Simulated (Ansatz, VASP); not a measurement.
# Two plane-wave programs on NaNb3

```xyz
4
Lattice="4.6668 0.0000 0.0000 0.0000 4.6668 0.0000 0.0000 0.0000 3.4396" Properties=species:S:1:pos:R:3 pbc="T T T"
Na    0.0000    0.0000    0.0000
Nb    0.0000    2.3334    1.7198
Nb    2.3334    0.0000    1.7198
Nb    2.3334    2.3334    0.0000
```

Alike in both runs: functional PBE; k mesh 4 × 4 × 6; occupations gaussian, width 0.1 eV; no spin polarisation.

Ansatz relaxed the structure, and its values are those at the end. VASP's run is a single point on that final structure, the one shown.

|  | VASP | Ansatz |
| --- | --- | --- |
| version | VASP 6.6.1 | Ansatz 0.2.0 |
| potentials or method | VASP PAW PBE potentials, release 64 (Na_pv, Nb_sv) | scalar-relativistic, plane waves, PAW |
| plane-wave cutoff (eV) | 520 | 420 |
| valence electrons in the cell | 46 | 48 |

|  | VASP | Ansatz | Ansatz less VASP |
| --- | --- | --- | --- |
| gap on the k mesh at the Fermi level (eV) | none | none | - |
| pressure (GPa) | -0.3 | -0.1 | +0.14 |

A gap of «none» marks a metal or a gap that the smearing closes. The two sets of potentials don't hold the same shells in valence.
